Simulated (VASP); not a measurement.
```
CELL_PARAMETERS angstrom
      2.52346     1.45692     3.00437
     -2.52346     1.45692     3.00437
      0.00000    -2.91384     3.00437
ATOMIC_POSITIONS crystal
  Sn 0.33993 0.33993 0.33993
  Sb 0.66007 0.66007 0.66007
```

Calculation: PBEsol GGA, VASP's PBE PAW potentials (set 64) (plane waves; VASP 6.6.1). Settings: 400 eV cut-off, Gaussian smearing of 0.050 eV, potentials Sn_d Sb.

Task: Give the energies of bands 7 to 12 at the high-symmetry points, in eV from the Fermi level.

Result: 
| band | Γ | T | H2 | L | S0 | F |
|---|---|---|---|---|---|---|
| 7 | -3.25 | -5.88 | -7.22 | -7.28 | -7.41 | -7.42 |
| 8 | -1.34 | -3.44 | -3.59 | -1.63 | -4.11 | -3.81 |
| 9 | -1.34 | -2.62 | -3.32 | -0.58 | -1.50 | -2.16 |
| 10 | 0.10 | -2.62 | -0.25 | -0.20 | 0.17 | -0.68 |
| 11 | 1.83 | 1.33 | 1.31 | 2.88 | 1.81 | 1.63 |
| 12 | 1.83 | 1.33 | 4.44 | 3.76 | 3.33 | 4.42 |

It has no gap at this level: it comes out as a metal or semimetal.

The structure comes from a computed database's SnSb entry (R3m); how it stands against other phases isn't given here. It was relaxed first, which changed the volume by -13 %. The electron count is odd and the run is not spin-polarised, which forces a metal.
